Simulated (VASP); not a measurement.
## YPb: single point with PBE

The system is YPb.

```
CELL_PARAMETERS angstrom
0.00000 3.07826 3.07826
3.07826 0.00000 3.07826
3.07826 3.07826 0.00000
ATOMIC_POSITIONS crystal
Pb 0.00000 0.00000 0.00000
Y 0.50000 0.50000 0.50000
```

The cell was built by a generator and needn't be a form met in nature.

```json
{
  "Program": "VASP 6.6.1",
  "Task": "single point",
  "Functional": "PBE",
  "Potentials or basis": "VASP PAW PBE potentials, release 64 (Pb_d, Y_sv)",
  "Cutoff": "520 eV",
  "k mesh": "8 × 8 × 8",
  "Occupations": "fermi-dirac, width 0.1 eV",
  "Spin": "no spin polarisation"
}
```

```yaml
Pressure: 4.4 GPa
Band_gap_on_the_k_mesh: none (metal or under the smearing width)
```

Levels at points of the mesh, in eV from the Fermi level:
| k point | band 10 | band 11 | band 12 | band 13 | band 14 | band 15 | band 16 | band 17 |
| --- | --- | --- | --- | --- | --- | --- | --- | --- |
| (0.00, 0.00, 0.00) | -9.36 | 1.77 | 1.77 | 1.77 | 2.65 | 2.65 | 2.82 | 2.82 |
| (0.50, 0.00, 0.00) | -7.69 | -3.40 | -0.67 | -0.67 | 3.27 | 3.27 | 3.61 | 4.31 |
| (0.50, 0.50, 0.00) | -8.04 | -1.91 | 0.25 | 0.78 | 0.78 | 3.41 | 3.94 | 3.94 |

It took 46 s on 1 thread of Intel(R) Xeon(R) 6975P-C (Granite Rapids) (shared host), peak memory 0.21 GiB.

The run has no spin-orbit coupling, so splittings on Pb are missing.
